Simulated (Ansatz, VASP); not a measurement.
# Sn8Se7S (SnS0.1Se0.9, orthorhombic layered) in two plane-wave programs

One calculation is typed for both programs; each brings its own data sets. How far apart do they land? The cell is invented: As first built, before any earlier steps moved the atoms (in the runner's words): 1x2x2 conventional cells of the SnSe type (32 atoms: 2 S, 14 Se, 16 Sn); Se/S share their sites, the best of 600 random draws by like-pair counts in two shells; start lattice by linear mixing of the end members' cells; atoms moved at random by 0.02 A. It may not be a known or stable phase. Of the first pair: The structure shown is the start of the Ansatz relaxation below; VASP solves that cell, so the two are compared at the walk's first step.

Calculated with Ansatz 0.2.0; plane waves, with VASP 6.6.1 beside it; single point at PBE with D3(BJ) and single point at PBE.

**1. Set-up**

The cell holds 32 atoms: 2 S, 14 Se and 16 Sn. Cell: a = 11.398 Å, b = 8.339 Å, c = 8.895 Å, α = 90.0°, β = 90.0°, γ = 90.0°. It derives from SnSe (SnSe type, space group 62), repeated 1×2×2. As first built, before any earlier steps moved the atoms (in the runner's words): 1x2x2 conventional cells of the SnSe type (32 atoms: 2 S, 14 Se, 16 Sn); Se/S share their sites, the best of 600 random draws by like-pair counts in two shells; start lattice by linear mixing of the end members' cells; atoms moved at random by 0.02 A.

**2. Ansatz: relaxation, PBE with D3(BJ)**

Ansatz runs on its default PAW (the set named soft_2) files.

The two programs are compared at the cell with which this relaxation starts, whose forces are those of its first step.

The input, input.yaml:

```yaml
crystal:
  lattice:
    - [11.398, 0.0, 0.0]
    - [0.0, 8.3394, 0.0]
    - [0.0, 0.0, 8.8948]
  atoms:
    - { symbol: S, position: [0.13832, 0.87645, 0.75744] }
    - { symbol: S, position: [0.85436, 0.62667, 0.74189] }
    - { symbol: Se, position: [0.36218, 0.11967, 0.00619] }
    - { symbol: Se, position: [0.14309, 0.37408, 0.25946] }
    - { symbol: Se, position: [0.85856, 0.12615, 0.24215] }
    - { symbol: Se, position: [0.64178, 0.37544, 0.49401] }
    - { symbol: Se, position: [0.35721, 0.11997, 0.5118] }
    - { symbol: Se, position: [0.14213, 0.37712, 0.75689] }
    - { symbol: Se, position: [0.8589, 0.12422, 0.74536] }
    - { symbol: Se, position: [0.6453, 0.37346, 0.98545] }
    - { symbol: Se, position: [0.35762, 0.62264, 0.01022] }
    - { symbol: Se, position: [0.14367, 0.87412, 0.25588] }
    - { symbol: Se, position: [0.85552, 0.62853, 0.24418] }
    - { symbol: Se, position: [0.64263, 0.87579, 0.49408] }
    - { symbol: Se, position: [0.35668, 0.62068, 0.51175] }
    - { symbol: Se, position: [0.64244, 0.87354, 0.99208] }
    - { symbol: Sn, position: [0.12133, 0.12241, 0.04602] }
    - { symbol: Sn, position: [0.37577, 0.37605, 0.29643] }
    - { symbol: Sn, position: [0.62649, 0.12439, 0.20473] }
    - { symbol: Sn, position: [0.87607, 0.37789, 0.45563] }
    - { symbol: Sn, position: [0.1237, 0.12958, 0.54619] }
    - { symbol: Sn, position: [0.37751, 0.3719, 0.79161] }
    - { symbol: Sn, position: [0.62213, 0.12529, 0.70208] }
    - { symbol: Sn, position: [0.87535, 0.37686, 0.95327] }
    - { symbol: Sn, position: [0.12201, 0.62423, 0.04308] }
    - { symbol: Sn, position: [0.37855, 0.87848, 0.29789] }
    - { symbol: Sn, position: [0.62574, 0.62032, 0.20659] }
    - { symbol: Sn, position: [0.87681, 0.87837, 0.4531] }
    - { symbol: Sn, position: [0.12448, 0.62935, 0.54696] }
    - { symbol: Sn, position: [0.3773, 0.87472, 0.79679] }
    - { symbol: Sn, position: [0.62276, 0.62233, 0.70603] }
    - { symbol: Sn, position: [0.88003, 0.8761, 0.95707] }
kpoints:
  mp_grid: { grid: [2, 2, 2], shift: [0.5, 0.5, 0.5] }
hamiltonian:
  xc: pbe
  dispersion: d3bj
scf:
  occupations: { method: fermi_dirac, width: 0.01 }
output:
  forces: true
  stress: true
relax:
  f_tol: 0.02
  max_steps: 45
  cell: { stress_tol: 0.1 }
```

Launch:

```bash
$ ansatz run input.yaml --threads 8 --pin off --max-ram 15360MiB --backend cpu --events-out ev --progress --plain --runs-dir out
```

Numbers of over 12 decimals in the logs are rounded to 6 here.

The log of the run:

```text
The last accepted step is kept in <dir> (removed where the run ends without a failure and the disk answers)
Engine: ansatz 0.2.0, aarch64-unknown-linux-gnu
Pseudopotentials: kind: paw
Pseudopotential: S, paw, valence charge 6, recommended cutoff 420 eV (normal), S.paw.azcp
Pseudopotential: Se, paw, valence charge 16, recommended cutoff 420 eV (normal), Se.paw.azcp
Pseudopotential: Sn, paw, valence charge 14, recommended cutoff 420 eV (normal), Sn.paw.azcp
Functional definition: PBE
  parameter kappa = 0.804
  parameter beta = 0.066725
  exchange = pbe_x(kappa = kappa, mu = beta*pi^2/3)
  correlation = pbe_c(beta = beta)
Crystal: 32 atoms, lattice volume = 845.473 Å³
Basis set: ecut = 420 eV, 16485 PW (Γ), exchange–correlation on 160×120×120 points (8 copies of the dense FFT grid, shifted against one another)
Bands: 276, of which v1, the nominal top of the filled ones, is band 230 counted from 1 (229 counted from 0)
Symmetry: 1 space group operations
Space group: P1 (ITA 1), of the structure as read, at distance tolerance 9.5e-5 Å
k-points: 4 of 8 (time reversal used)
Non-local potential: S, projectors of the file, l = 0: 2, l = 1: 2, l = 2: 2
Non-local potential: Se, projectors of the file, l = 0: 2, l = 1: 2, l = 2: 3, l = 3: 1
Non-local potential: Sn, projectors of the file, l = 0: 2, l = 1: 2, l = 2: 2, l = 3: 2
PAW form: soft (Blöchl's): semilocal exchange-correlation on the pseudo side does not see the compensation charge
PAW one-centre angular grid: S, 110 points (default); XC on 64 Gauss nodes
PAW one-centre angular grid: Se, 590 points (default); XC on 64 Gauss nodes
PAW one-centre angular grid: Sn, 590 points (default); XC on 64 Gauss nodes
Initial density: superposition of atomic densities (neutral atoms: chi_scale 0, normalization atom), corrected by the library's trained network
Initial wavefunctions: pseudopotential atomic-orbital guess
Functional: x = pbe(κ = 0.804, μ = 0.219515), c = pbe(β = 0.066725)
SCF iter   1: F=—  HF=-174783.628762 eV  |F-HF|=—  |Δ(HF+E_count)|=         —  Δρ=1.65e-3  dr2=3.43e-2  ethr=1.77e-3  ⟨swp⟩=6.0  Hψ=4068  notcnv=0  defer=9
preconditioner: auto → Resta (q_TF=auto, 2.465 Å⁻¹)  ε∞=2.9  [insulator: Δε(μ)=1.650 eV  Ē_g=16.647 eV  σ=0.010 eV  W_gap=1.00  n_scr=224 (ndim 8)  ℏωp=22.8 eV  f_vac=0.001  D(μ)=0.00/eV (n_scr^D=0)  ε∞_Penn≈2.9]
SCF iter   2: F=—  HF=-174783.612756 eV  |F-HF|=—  |Δ(HF+E_count)|=   1.60e-2  Δρ=8.03e-4  dr2=6.04e-3  ethr=7.45e-6  ⟨swp⟩=3.0  Hψ=1974  notcnv=0  defer=153
SCF iter   3: F=—  HF=-174783.613505 eV  |F-HF|=—  |Δ(HF+E_count)|=   7.49e-4  Δρ=2.79e-4  dr2=5.50e-4  ethr=1.31e-6  ⟨swp⟩=2.0  Hψ=1902  notcnv=0  defer=153
SCF iter   4: F=—  HF=-174783.613499 eV  |F-HF|=—  |Δ(HF+E_count)|=   6.31e-6  Δρ=1.16e-4  dr2=9.69e-5  ethr=1.20e-7  ⟨swp⟩=2.0  Hψ=1871  notcnv=0  defer=153
SCF iter   5: F=—  HF=-174783.613707 eV  |F-HF|=—  |Δ(HF+E_count)|=   2.08e-4  Δρ=2.47e-5  dr2=4.98e-6  ethr=2.11e-8  ⟨swp⟩=2.0  Hψ=1591  notcnv=0  defer=153
SCF iter   6: F=—  HF=-174783.613709 eV  |F-HF|=—  |Δ(HF+E_count)|=   1.72e-6  Δρ=8.57e-6  dr2=6.18e-7  ethr=1.08e-9  ⟨swp⟩=2.0  Hψ=1871  notcnv=0  defer=153
SCF iter   7: F=-174783.613709 eV  HF=-174783.613709 eV  |F-HF|=3.03e-9  |Δ(HF+E_count)|=   3.05e-7  Δρ=1.68e-6  dr2=3.37e-8  ethr=2.17e-11  ⟨swp⟩=4.0  Hψ=3880  notcnv=0
SCF 1 converged in 7 iterations: F = -174783.613709 eV  dr2 = 3.37e-8
  greatest PAW one-centre occupation: 1.000 electrons in one spin orbital (limit 2), on the Se atom at site 12 (counted from 0), in its partial waves of l = 2
relax step   1: F+E_penalty+E_count = -174783.61370935 eV  Δ(F+E_penalty+E_count) = +0.000e0 eV  max|allowed force component| = 6.673e-1 eV/Å  Δτ_max = 0.0000 Å  P = -0.091 GPa  Ω = 845.473 Å³  (7 SCF iters, dr2 threshold 1.00e-7 eV, accepted)
Crystal: 32 atoms, lattice volume = 808.620 Å³
Basis set: ecut = 420 eV, 15809 PW (Γ), exchange–correlation on 160×120×120 points (8 copies of the dense FFT grid, shifted against one another)
Initial density: handed on by an earlier stage of this run
Initial wavefunctions: those handed on with the density
iter 1 solved again at ethr=8.24e-5 eV; its pass at ethr=3.10e-3 eV (dr2=3.79e-1 eV) is discarded
SCF iter   1: F=—  HF=-174783.947863 eV  |F-HF|=—  |Δ(HF+E_count)|=         —  Δρ=6.63e-3  dr2=3.89e-1  ethr=8.24e-5  ⟨swp⟩=3.0  Hψ=5343  notcnv=0
preconditioner: auto → Resta (q_TF=auto, 2.483 Å⁻¹)  ε∞=2.9  [insulator: Δε(μ)=1.527 eV  Ē_g=16.751 eV  σ=0.010 eV  W_gap=1.00  n_scr=224 (ndim 8)  ℏωp=23.4 eV  f_vac=0.001  D(μ)=0.00/eV (n_scr^D=0)  ε∞_Penn≈2.9]
SCF iter   2: F=—  HF=-174783.860162 eV  |F-HF|=—  |Δ(HF+E_count)|=   8.77e-2  Δρ=2.99e-3  dr2=5.72e-2  ethr=8.24e-5  ⟨swp⟩=3.0  Hψ=2112  notcnv=0
SCF iter   3: F=—  HF=-174783.852996 eV  |F-HF|=—  |Δ(HF+E_count)|=   7.17e-3  Δρ=9.05e-4  dr2=6.02e-3  ethr=1.24e-5  ⟨swp⟩=2.2  Hψ=1463  notcnv=0
[...]
iter 4 did not close the SCF: its close was put off for the readings that it lacked (scf_convergence_deferred on its scf_iter line)
SCF iter   4: F=-174784.075902 eV  HF=-174784.075902 eV  |F-HF|=2.04e-10  |Δ(HF+E_count)|=   3.60e-8  Δρ=1.91e-7  dr2=2.00e-10  ethr=3.71e-12  ⟨swp⟩=2.0  Hψ=2024  notcnv=0
[...]
dispersion: the relaxed geometry stands within reach of a switch of an atom's C6, across which e_disp changes (each atom's share, over what another start of this relaxation can change, counted as every distance, since the cell relaxes too: site 16 (Sn), some 0.03 eV, crossed with farther neighbours; site 17 (Sn), some 0.03 eV, crossed with farther neighbours; site 18 (Sn), some 0.03 eV, crossed with farther neighbours; site 19 (Sn), some 0.03 eV, crossed with farther neighbours; and 12 more; some 0.48 eV in sum): a start on the other side of the switch can end at another minimum, lower or higher, and the walk did not compare the two: [rest of the remark cut]
SCF converged after 8 iterations
Free energy (F): -174784.075902 eV
Harris-Foulkes:  -174784.075902 eV  (|F-HF|=2.91e-11)
Internal energy: -174784.075902 eV  (E = F + TS)
E sigma→0 (E₀):  -174784.075902 eV
Fermi energy:    9.607660 eV
--- Per-component energies (eV) ---
  E_band       = -6663.441755
  E_kinetic    = 4845.350827
  E_local      = -48646.297655  (includes V_loc(G=0)·N_el)
  E_nonlocal   = -8806.588694
  E_hartree    = 25801.805531
  E_xc         = -7788.222632
  E_vxc        = -3099.393098  (∫ρ·V_xc dr)
  E_paw        = -94097.831703  (= ΣΔE_a)
  E_vpaw       = -2560.115878  (= ΣTr[D̂ρ^β])
  E_aug_tail   = -0.008302  (compensation charges beyond the density's cutoff)
  E_ewald      = -46080.531785
  E_disp       = -11.751487  (pairwise vdW)
  E_smearing   = -0.000000  (= −TS)
  E_closure    = -0.000000  (closes the sum)
  Σ components = -174784.075902   (vs F -174784.075902, Δ=0.00e0)
--- Forces (eV/Å), atoms counted from 1 ---
  atom   1  S     -0.00302003     0.00009314    -0.00338314
  atom   2  S      0.00329700     0.00004701     0.00313160
  atom   3  Se    -0.00163035     0.00028097    -0.00081848
  atom   4  Se     0.00171870     0.00154793    -0.00414870
  atom   5  Se    -0.00170138    -0.00201690     0.00443527
  atom   6  Se     0.00061853    -0.00018327     0.00067268
  atom   7  Se     0.00078879    -0.00098379     0.00020560
  atom   8  Se     0.00151719     0.00254522     0.00074033
  atom   9  Se    -0.00170167    -0.00259822    -0.00024002
  atom  10  Se    -0.00077958     0.00108871    -0.00070694
  atom  11  Se    -0.00148547    -0.00071462    -0.00176821
  atom  12  Se     0.00143204    -0.00055798     0.00102725
  atom  13  Se    -0.00111320     0.00102339    -0.00168961
  atom  14  Se     0.00142772     0.00061501     0.00154086
  atom  15  Se    -0.00011075    -0.00162750     0.00085007
  atom  16  Se     0.00159108     0.00192404    -0.00009617
  atom  17  Sn    -0.00021774     0.00215279    -0.00266307
  atom  18  Sn    -0.00170913    -0.00143129    -0.00009145
  atom  19  Sn     0.00178023     0.00136598    -0.00015749
  atom  20  Sn     0.00019980    -0.00233651     0.00273981
  atom  21  Sn    -0.00201155    -0.00116539     0.00328122
  atom  22  Sn     0.00011041    -0.00080632     0.00229694
  atom  23  Sn    -0.00032042     0.00087805    -0.00223544
  atom  24  Sn     0.00216499     0.00116060    -0.00300478
  atom  25  Sn     0.00095604    -0.00245135     0.00191690
  atom  26  Sn    -0.00203058     0.00149295     0.00076014
  atom  27  Sn     0.00207477    -0.00162486    -0.00072909
  atom  28  Sn    -0.00143188     0.00259227    -0.00157659
  atom  29  Sn    -0.00232681    -0.00123751    -0.00103028
  atom  30  Sn     0.00024449    -0.00173335     0.00021306
  atom  31  Sn    -0.00056494     0.00173194    -0.00043007
  atom  32  Sn     0.00223337     0.00092886     0.00095760
  max |Σ_I F_I| component: 3.50e-7 eV/Å
--- Stress (GPa, compression-positive) ---
       -0.003688      -0.004462       0.001665
       -0.004462      -0.009173      -0.001546
        0.001665      -0.001546      -0.015641
  P = ⅓ Tr σ = -0.0095 GPa (-0.095 kbar)
--- Relaxed structure (5 steps of the walk, 5 accepted, 1 SCFs on fresh bases) ---
  F+E_penalty+E_count = -174784.07590163 eV   max|allowed force component| = 4.435e-3 eV/Å   (the final SCF, on the basis selected at the relaxed cell)
  cell:  # Å, volume = 826.9029 Å³
    - [11.380348, -0.00102321, -0.00068863]
    - [-0.00074864, 8.257111, 0.000538812]
    - [-0.000537394, 0.000574697, 8.799760]
  atoms:
    - { symbol: S, position: [0.147324, 0.874819, 0.757546] }
    - { symbol: S, position: [0.853073, 0.624983, 0.743243] }
    - { symbol: Se, position: [0.355795, 0.123442, 0.011972] }
    - { symbol: Se, position: [0.141212, 0.375156, 0.262137] }
    - { symbol: Se, position: [0.859185, 0.124658, 0.238603] }
    - { symbol: Se, position: [0.644642, 0.376354, 0.488802] }
    - { symbol: Se, position: [0.358163, 0.125185, 0.513140] }
    - { symbol: Se, position: [0.142313, 0.374875, 0.764571] }
    - { symbol: Se, position: [0.858106, 0.124926, 0.736184] }
    - { symbol: Se, position: [0.642238, 0.374609, 0.987655] }
    - { symbol: Se, position: [0.357046, 0.626477, 0.011886] }
    - { symbol: Se, position: [0.142854, 0.874288, 0.264000] }
    - { symbol: Se, position: [0.857531, 0.625501, 0.236770] }
    - { symbol: Se, position: [0.643365, 0.873318, 0.488894] }
    - { symbol: Se, position: [0.356276, 0.624691, 0.513391] }
    - { symbol: Se, position: [0.644071, 0.875100, 0.987359] }
    - { symbol: Sn, position: [0.114180, 0.124351, 0.048505] }
    - { symbol: Sn, position: [0.382451, 0.375285, 0.298096] }
    - { symbol: Sn, position: [0.617938, 0.124511, 0.202692] }
    - { symbol: Sn, position: [0.886246, 0.375454, 0.452249] }
    - { symbol: Sn, position: [0.117021, 0.117240, 0.555952] }
    - { symbol: Sn, position: [0.384329, 0.375123, 0.798505] }
    - { symbol: Sn, position: [0.616098, 0.124675, 0.702263] }
    - { symbol: Sn, position: [0.883381, 0.382557, 0.944810] }
    - { symbol: Sn, position: [0.116327, 0.625177, 0.048774] }
    - { symbol: Sn, position: [0.384251, 0.874624, 0.297874] }
    - { symbol: Sn, position: [0.616133, 0.625176, 0.202906] }
    - { symbol: Sn, position: [0.884089, 0.874628, 0.451953] }
    - { symbol: Sn, position: [0.115262, 0.632635, 0.556009] }
    - { symbol: Sn, position: [0.378634, 0.874966, 0.794696] }
    - { symbol: Sn, position: [0.621780, 0.624826, 0.706081] }
    - { symbol: Sn, position: [0.885104, 0.867188, 0.944783] }
```

The column dr2 measures how far the density is from self-consistency, as an energy; F and HF (Harris–Foulkes) agree once it is small.

**3. VASP: single point, PBE with D3(BJ), start cell, pair 1**

The same cell, functional, mesh and smearing now go to VASP, with its own data sets.

Lines of VASP's logs that name or quote its potential files are left out, and so is its time.

The input, INCAR:

```
SYSTEM = Sn8Se7S
PREC = Accurate
ENCUT = 400
EDIFF = 1E-06
NELM = 120
ISMEAR = -1
SIGMA = 0.01
LREAL = Auto
ALGO = Normal
GGA = PE
IVDW = 12
NBANDS = 188
LORBIT = 11
LWAVE = .FALSE.
LCHARG = .FALSE.
ISIF = 2
ISYM = 0
LASPH = .TRUE.
GGA_COMPAT = .FALSE.
EFERMI = MIDGAP
KPAR = 4
```

The input, POSCAR:

```
Sn8Se7S
1.0
   11.3980000000      0.0000000000      0.0000000000
    0.0000000000      8.3394000000      0.0000000000
    0.0000000000      0.0000000000      8.8948000000
S Se Sn
2 14 16
Direct
    0.1383225127      0.8764539415      0.7574425507
    0.8543604141      0.6266757800      0.7418941404
    0.3621775750      0.1196728781      0.0061946306
    0.1430865064      0.3740796700      0.2594549624
    0.8585629058      0.1261481641      0.2421527184
    0.6417792595      0.3754346836      0.4940077349
    0.3572117915      0.1199726599      0.5118046499
    0.1421301983      0.3771254527      0.7568916670
    0.8588962976      0.1242175696      0.7453568377
    0.6452974206      0.3734561239      0.9854521743
    0.3576241446      0.6226347219      0.0102194541
    0.1436743288      0.8741156438      0.2558798399
    0.8555185120      0.6285344269      0.2441763727
    0.6426302860      0.8757944217      0.4940751900
    0.3566766099      0.6206801449      0.5117484373
    0.6424372697      0.8735400628      0.9920852633
    0.1213283032      0.1224068878      0.0460156496
    0.3757676785      0.3760462383      0.2964316230
    0.6264871030      0.1243854474      0.2047263570
    0.8760659765      0.3778928940      0.4556257589
    0.1236971398      0.1295776675      0.5461955300
    0.3775135989      0.3718972588      0.7916085803
    0.6221266889      0.1252847927      0.7020843639
    0.8753465520      0.3768616447      0.9532648289
    0.1220126338      0.6242295609      0.0430813509
    0.3785488682      0.8784804662      0.2978931511
    0.6257413581      0.6203204067      0.2065926159
    0.8768117214      0.8783725448      0.4530961910
    0.1244779786      0.6293498333      0.5469600216
    0.3773030356      0.8747152073      0.7967913837
    0.6227583787      0.6223349402      0.7060304897
    0.8800315845      0.8760942034      0.9570648019
```

The input, KPOINTS:

```
Points of the shifted mesh
8
Reciprocal
 0.2500000000  0.2500000000  0.2500000000 1
 0.2500000000  0.2500000000  0.7500000000 1
 0.2500000000  0.7500000000  0.2500000000 1
 0.2500000000  0.7500000000  0.7500000000 1
 0.7500000000  0.2500000000  0.2500000000 1
 0.7500000000  0.2500000000  0.7500000000 1
 0.7500000000  0.7500000000  0.2500000000 1
 0.7500000000  0.7500000000  0.7500000000 1
```

Potentials, in the order of the species: S, Se and Sn_d (PBE family, release 64).

Launch:

```bash
$ mpirun -np 4 vasp_std
```

The log of the run:

```text
[banner, memory and clock lines left out]
running    4 mpi-ranks, on    1 nodes
[...]
LDA part: xc-table for (Slater+PW92), standard interpolation
 POSCAR, INCAR and KPOINTS ok, starting setup
[...]
entering main loop
       N       E                     dE             d eps       ncg     rms          rms(c)
DAV:   1     0.409243678716E+04    0.40924E+04   -0.11609E+05  3016   0.189E+03
DAV:   2     0.730721291522E+03   -0.33617E+04   -0.32938E+04  3008   0.570E+02
DAV:   3    -0.388592651656E+02   -0.76958E+03   -0.72620E+03  3344   0.226E+02
DAV:   4    -0.130904009264E+03   -0.92045E+02   -0.89065E+02  3552   0.726E+01
[...]
DAV:  13    -0.132232837895E+03   -0.91294E-05   -0.10325E-04  4000   0.384E-02    0.117E-02
DAV:  14    -0.132232838543E+03   -0.64854E-06   -0.23987E-05  3584   0.169E-02    0.471E-03
DAV:  15    -0.132232838930E+03   -0.38631E-06   -0.49544E-06  2648   0.764E-03
   1 F= -.14371842E+03 E0= -.14371842E+03  d E =0.000000E+00
```

OUTCAR, selected parts (step 3):

```text
 Edisp (eV)  -11.48558

  Total       6.56044    -3.90077    -4.13278     0.09247     0.65512    -0.47261
  in kB      12.43207    -7.39200    -7.83165     0.17523     1.24146    -0.89560
  external pressure =       -0.93 kB  Pullay stress =        0.00 kB

 POSITION                                       TOTAL-FORCE (eV/Angst)
 -----------------------------------------------------------------------------------
      1.57660      7.30910      6.73730         0.512818     -0.043960     -0.218152
      9.73800      5.22610      6.59900        -0.173199     -0.036941      0.298719
      4.12810      0.99800      0.05510        -0.148151      0.168928      0.143979
      1.63090      3.11960      2.30780        -0.388850     -0.027563     -0.010559
      9.78590      1.05200      2.15390         0.376164      0.070320     -0.134200
      7.31500      3.13090      4.39410        -0.226433     -0.018398     -0.169546
      4.07150      1.00050      4.55240         0.292876      0.174025      0.042555
      1.62000      3.14500      6.73240        -0.174404     -0.032022      0.144129
      9.78970      1.03590      6.62980         0.109030      0.017514     -0.151861
      7.35510      3.11440      8.76540        -0.541183      0.046552      0.188403
      4.07620      5.19240      0.09090         0.180913     -0.049827     -0.057357
      1.63760      7.28960      2.27600        -0.241234     -0.025896      0.138524
      9.75120      5.24160      2.17190         0.538225     -0.111494     -0.103044
      7.32470      7.30360      4.39470        -0.258731     -0.062221     -0.159308
[...]
-----------------------------------------------------------------------------------
    total drift:                                0.004300      0.005337      0.013795

  FREE ENERGIE OF THE ION-ELECTRON SYSTEM (eV)
  ---------------------------------------------------
  free  energy   TOTEN  =      -143.7184199433 eV

  energy  without entropy=     -143.7184199433  energy(sigma->0) =     -143.71841994

[... 3 further parts left out ...]
[key lines of the parts left out:]
E-fermi :   5.9157
```

The run ends at a pressure of -0.09 GPa, with forces up to 0.74 eV/Å.

[end of part 1 of 3]

[Lines on the potential files, build, host, timing and source positions are cut from VASP's logs without a mark.]

[Logs are printed without paths, hosts, clocks, repeated set-up lines and the standing remarks that a program may print on its own settings, such as how far it seeks lower states.]

[Hosts, paths, dates, database ids (printed as entryN), source tags and the programs' standing remarks are cut or masked in the printed files.]
